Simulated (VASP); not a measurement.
The input files of a VASP run:

**INCAR**
```
ALGO = Normal
EDIFF = 1E-6
ENCUT = 400
GGA = PE
ISIF = 2
ISMEAR = -5
LASPH = .TRUE.
LCHARG = .FALSE.
LREAL = .FALSE.
LWAVE = .FALSE.
NELM = 100
PREC = Accurate
SYSTEM = P
```

### KPOINTS
```
kpoints
0
gamma
6 6 5
```

POSCAR:
```
P
1
    1.6881000000    -5.3448000000    -0.0000000000
    1.6881000000     5.3448000000     0.0000000000
    0.0000000000     0.0000000000     4.4676000000
P
4
Direct
  0.1017000000   0.8983000000   0.9194000000
  0.3983000000   0.6017000000   0.4194000000
  0.6017000000   0.3983000000   0.5806000000
  0.8983000000   0.1017000000   0.0806000000
```

POTCAR, in this order: P (PBE.64 set). Program: vasp_std.

Question: Translate this PBE calculation to Quantum ESPRESSO's pw.x.

Answer: One equivalent input (not run):
```
&CONTROL
  calculation = 'scf'
  pseudo_dir = './pseudo'
  outdir = './out'
  tprnfor = .true.
  tstress = .true.
/
&SYSTEM
  ibrav = 0
  nat = 4
  ntyp = 1
  ecutwfc = 44
  occupations = 'tetrahedra'
  input_dft = 'pbe'
/
&ELECTRONS
  conv_thr = 7.3e-08
  electron_maxstep = 100
/
ATOMIC_SPECIES
  P 30.974 P.upf
CELL_PARAMETERS angstrom
     1.6881000   -5.3448000   -0.0000000
     1.6881000    5.3448000    0.0000000
     0.0000000    0.0000000    4.4676000
ATOMIC_POSITIONS crystal
  P    0.1017000  0.8983000  0.9194000
  P    0.3983000  0.6017000  0.4194000
  P    0.6017000  0.3983000  0.5806000
  P    0.8983000  0.1017000  0.0806000
K_POINTS automatic
  6 6 5 0 0 0
```
The two are equivalent in intent, not identical: the potentials are each code's own (VASP's PAW set, PseudoDojo norm-conserving files in pw.x), so ENCUT and ecutwfc are chosen apart and not converted; conv_thr bounds pw.x's estimated SCF error, while EDIFF bounds the energy change between steps.

The compound is P in the black structure. The cell was not relaxed at this level. The run is one of a series of settings (ISMEAR = -5, SIGMA removed against the base run), some of them coarse on purpose.
